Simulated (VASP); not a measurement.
All values below come from RPBE GGA, VASP's PBE PAW potentials (set 64) (plane waves; VASP 6.6.1).

A VASP calculation is set up with these files.

### POSCAR
```
InP
1.0
  0.0000000000   3.0074208767   3.0074208767
  3.0074208767   0.0000000000   3.0074208767
  3.0074208767   3.0074208767   0.0000000000
In P
1 1
Cart
  0.0000000000   0.0000000000   0.0000000000
  1.5037104383   1.5037104383   1.5037104383
```

INCAR:
```
SYSTEM=InP
PREC=Accurate; ENCUT=520; LREAL=.False.
LASPH=.True.
EDIFF=1E-6; NELM=100; ALGO=Normal
LMAXMIX=4
ISMEAR=0; SIGMA=0.05
GGA=RP
IBRION=2; NSW=60; ISIF=3
EDIFFG=-0.01
LWAVE=.False.; LCHARG=.False.
```

File KPOINTS:
```
Automatic mesh
0
Gamma
7 7 7
0 0 0
```

POTCAR, in this order: In_d P (PBE.64 set). Program: vasp_std.

Task: What will the output report for the number of irreducible k-points (NKPTS), largest plane-wave count, number of space-group operations, FFT grid (NGX, NGY, NGZ)?

Result: 
```json
{
 "number of irreducible k-points (NKPTS)": "20",
 "largest_plane_wave_count": "1472",
 "number_of_space_group_operations": "24",
 "FFT grid (NGX, NGY, NGZ)": "32 × 32 × 32"
}
```

The compound is InP in the zinc blende structure. It was relaxed first, which changed the volume by +8 %. The start is the result of an earlier pass.
